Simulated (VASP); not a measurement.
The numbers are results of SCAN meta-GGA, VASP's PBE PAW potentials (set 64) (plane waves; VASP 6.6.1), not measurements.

The input files of a VASP run:

INCAR:
```
SYSTEM = Y
PREC = Accurate
ENCUT = 520
EDIFF = 1E-7
NELM = 100
ALGO = Normal
LREAL = .FALSE.
LASPH = .TRUE.
ISMEAR = 1
SIGMA = 0.1
METAGGA = SCAN
LMIXTAU = .TRUE.
LMAXMIX = 4
LWAVE = .FALSE.
LCHARG = .FALSE.
ISIF = 4
IBRION = 2
NSW = 30
EDIFFG = -0.01
```

POSCAR:
```
Y
1.0
  1.7995959160  -3.1169918355   0.0000000000
  1.7995959160   3.1169918355   0.0000000000
  0.0000000000   0.0000000000   5.5404906508
Y
2
Direct
  0.3333330000   0.6666670000   0.2500000000
  0.6666670000   0.3333330000   0.7500000000
```

KPOINTS:
```
K-points
0
G
11 11 7
0 0 0
```

POTCAR, in this order: Y_sv (PBE.64 set). Program: vasp_std.

The run wrote:

### OSZICAR
```
       N       E                     dE             d eps       ncg     rms          rms(c)
DAV:   1     0.419460553048E+02    0.41946E+02   -0.11940E+04  1920   0.144E+03
DAV:   2    -0.535944973871E+02   -0.95541E+02   -0.94538E+02  2417   0.295E+02
DAV:   3    -0.627800959196E+02   -0.91856E+01   -0.91082E+01  3709   0.507E+01
DAV:   4    -0.630114603365E+02   -0.23136E+00   -0.23129E+00  2116   0.946E+00
DAV:   5    -0.630207093933E+02   -0.92491E-02   -0.92496E-02  2773   0.129E+00    0.343E+01
DAV:   6    -0.578623859547E+02    0.51583E+01   -0.19442E+01  2496   0.198E+01    0.236E+01
DAV:   7    -0.555100937504E+02    0.23523E+01   -0.97009E+00  3609   0.125E+01    0.530E+00
DAV:   8    -0.549088276297E+02    0.60127E+00   -0.29919E+00  3418   0.106E+01    0.502E+00
DAV:   9    -0.553682993130E+02   -0.45947E+00   -0.10053E+00  1920   0.911E+00    0.257E+00
DAV:  10    -0.555886496678E+02   -0.22035E+00   -0.13718E-01  1990   0.454E+00    0.762E-01
DAV:  11    -0.555589280178E+02    0.29722E-01   -0.14597E-01  2124   0.463E+00    0.114E+00
DAV:  12    -0.555879538113E+02   -0.29026E-01   -0.29514E-02  2320   0.200E+00    0.281E-01
DAV:  13    -0.555998969974E+02   -0.11943E-01   -0.35255E-02  1920   0.275E+00    0.496E-01
DAV:  14    -0.556050986138E+02   -0.52016E-02   -0.13306E-02  1934   0.156E+00    0.147E-01
DAV:  15    -0.556012064682E+02    0.38921E-02   -0.35700E-02  1920   0.259E+00    0.195E-01
DAV:  16    -0.556005695034E+02    0.63696E-03   -0.60430E-04  2480   0.261E-01    0.195E-01
DAV:  17    -0.556013140245E+02   -0.74452E-03   -0.12069E-03  2011   0.427E-01    0.193E-01
DAV:  18    -0.556007742208E+02    0.53980E-03   -0.73691E-03  1920   0.104E+00    0.145E-01
DAV:  19    -0.556015013130E+02   -0.72709E-03   -0.32402E-03  1920   0.737E-01    0.124E-01
DAV:  20    -0.556016637522E+02   -0.16244E-03   -0.10132E-03  1934   0.415E-01    0.660E-02
DAV:  21    -0.556013785484E+02    0.28520E-03   -0.22606E-04  1976   0.167E-01    0.692E-02
DAV:  22    -0.556013879568E+02   -0.94084E-05   -0.17715E-04  1941   0.181E-01    0.582E-02
DAV:  23    -0.556014256793E+02   -0.37723E-04   -0.46534E-05  3046   0.613E-02    0.227E-02
DAV:  24    -0.556014392174E+02   -0.13538E-04   -0.12152E-04  1934   0.160E-01    0.181E-02
DAV:  25    -0.556014401224E+02   -0.90503E-06   -0.55418E-05  1934   0.107E-01    0.108E-02
DAV:  26    -0.556014406698E+02   -0.54739E-06   -0.10977E-05  1990   0.455E-02    0.470E-03
DAV:  27    -0.556014489241E+02   -0.82543E-05   -0.78506E-06  1934   0.370E-02    0.692E-03
DAV:  28    -0.556014462550E+02    0.26691E-05   -0.10003E-06  2172   0.126E-02    0.136E-03
DAV:  29    -0.556014454967E+02    0.75828E-06   -0.65299E-07  1548   0.106E-02    0.643E-04
DAV:  30    -0.556014452721E+02    0.22460E-06   -0.10798E-07  1632   0.469E-03    0.892E-04
DAV:  31    -0.556014451268E+02    0.14529E-06   -0.13651E-08  1100   0.165E-03    0.114E-03
DAV:  32    -0.556014454962E+02   -0.36940E-06   -0.20308E-08  1044   0.173E-03    0.775E-04
DAV:  33    -0.556014455677E+02   -0.71468E-07   -0.46901E-09  1023   0.935E-04
   1 F= -.55601446E+02 E0= -.55600679E+02  d E =-.556014E+02
       N       E                     dE             d eps       ncg     rms          rms(c)
DAV:   1    -0.556014933704E+02   -0.47874E-04   -0.27351E-03  1920   0.432E-01    0.364E-02
DAV:   2    -0.556014681922E+02    0.25178E-04   -0.12310E-04  2270   0.781E-02    0.229E-02
DAV:   3    -0.556014595245E+02    0.86677E-05   -0.27293E-05  2011   0.607E-02    0.957E-03
DAV:   4    -0.556014803682E+02   -0.20844E-04   -0.46445E-05  1934   0.802E-02    0.114E-02
DAV:   5    -0.556014744230E+02    0.59451E-05   -0.30091E-06  2102   0.203E-02    0.908E-03
DAV:   6    -0.556014649589E+02    0.94642E-05   -0.94019E-06  1934   0.419E-02    0.195E-03
DAV:   7    -0.556014688481E+02   -0.38893E-05   -0.11348E-06  1976   0.136E-02    0.112E-03
DAV:   8    -0.556014672849E+02    0.15632E-05   -0.24959E-07  1576   0.690E-03    0.104E-03
DAV:   9    -0.556014668230E+02    0.46193E-06   -0.81337E-08  1191   0.397E-03    0.467E-04
DAV:  10    -0.556014675354E+02   -0.71242E-06   -0.10773E-07  1387   0.395E-03    0.345E-04
DAV:  11    -0.556014682928E+02   -0.75738E-06   -0.18447E-07  1422   0.589E-03    0.129E-04
DAV:  12    -0.556014683918E+02   -0.98987E-07   -0.60306E-09   967   0.100E-03
   2 F= -.55601468E+02 E0= -.55600702E+02  d E =-.228241E-04
```

**OUTCAR**
```
------------------------ aborting loop because EDIFF is reached ----------------------------------------
  FORCE on cell =-STRESS in cart. coord.  units (eV):
  Direction    XX          YY          ZZ          XY          YZ          ZX
  --------------------------------------------------------------------------------------
  Total        1.2317713      1.2317715      1.2468348      0.0000000     -0.0000000      0.0000000
  in kB       31.7505887     31.7505947     32.1388703      0.0000000     -0.0000000      0.0000000
  external PRESSURE =      31.8800179 kB  Pullay stress =       0.0000000 kB
  volume of cell :       62.16
      direct lattice vectors                 reciprocal lattice vectors
     1.799107057 -3.116145123 -0.000000000     0.277915646 -0.160454658 -0.000000000
     1.799107057  3.116145123  0.000000000     0.277915646  0.160454658 -0.000000000
     0.000000000 -0.000000000  5.543501988    -0.000000000 -0.000000000  0.180391385
 POSITION                                       TOTAL-FORCE (eV/Angst)
 -----------------------------------------------------------------------------------
      1.79911      1.03872      1.38588        -0.000000     -0.000000      0.000000
      1.79911     -1.03872      4.15763         0.000000      0.000000      0.000000
 -----------------------------------------------------------------------------------
    total drift:                               -0.000062      0.000506     -0.000008
  FREE ENERGIE OF THE ION-ELECTRON SYSTEM (eV)
  ---------------------------------------------------
  free  energy   TOTEN  =       -55.6014683918 eV

  energy  without entropy=      -55.5991700455  energy(sigma->0) =      -55.60070228

 reached required accuracy - stopping structural energy minimisation
```
(Selected blocks of OUTCAR.)

CONTCAR:
```
Y
   1.00000000000000
     1.7991070572083627   -3.1161451234675197   -0.0000000000000000
     1.7991070572083627    3.1161451234675197    0.0000000000000000
     0.0000000000000000   -0.0000000000000000    5.5435019884977050
  Y
     2
Direct
     0.3333330000000032    0.6666669999999968    0.2500000000000000
     0.6666669999999968    0.3333330000000032    0.7500000000000000
```

File OUTCAR:
```
 val. band max:        3.2933664091   @ k =   0.3636   0.0000   0.0000

 cond. band min:       3.2953733816   @ k =   0.3636   0.0909   0.4286


 Fermi energy:         3.2942272528

 k-point     1 :       0.0000    0.0000    0.0000
  band No.  band energies     occupation
      1     -40.8649      2.00000
      2     -40.7586      2.00000
      3     -20.5234      2.00000
      4     -19.9239      2.00000
      5     -19.9239      2.00000
      6     -19.8052      2.00000
      7     -19.8052      2.00000
      8     -19.7537      2.00000
      9      -1.6652      2.00000
     10       1.3329      2.00000
     11       4.3831     -0.00000
     12       5.2704     -0.00000
     13       5.2704     -0.00000
     14       5.7599      0.00000
     15       6.0077      0.00000

 k-point     2 :       0.0909    0.0000    0.0000
  band No.  band energies     occupation
      1     -40.8595      2.00000
      2     -40.7570      2.00000
      3     -20.5050      2.00000
      4     -19.9591      2.00000
      5     -19.9363      2.00000
      6     -19.8425      2.00000
      7     -19.8091      2.00000
      8     -19.7630      2.00000
      9      -1.4760      2.00000
     10       1.5037      2.00000
     11       4.1794     -0.00000
     12       4.8133     -0.00000
     13       5.4491      0.00000
     14       5.7924      0.00000
     15       6.0869      0.00000

 k-point     3 :       0.1818    0.0000    0.0000
  band No.  band energies     occupation
      1     -40.8446      2.00000
      2     -40.7531      2.00000
      3     -20.4526      2.00000
      4     -20.0543      2.00000
      5     -19.9683      2.00000
      6     -19.9395      2.00000
      7     -19.8208      2.00000
      8     -19.7909      2.00000
      9      -0.9402      2.00000
     10       1.9408      2.00000
     11       3.6861     -0.00000
     12       4.1194     -0.00000
     13       5.3535      0.00000
     14       5.7249      0.00000
     15       5.8035      0.00000
...
```

The compound is Y in the hcp structure. This cell is one point of a volume scan, at 0.94 of the reference volume. Symmetry was kept, so distortions that lower it aren't found.
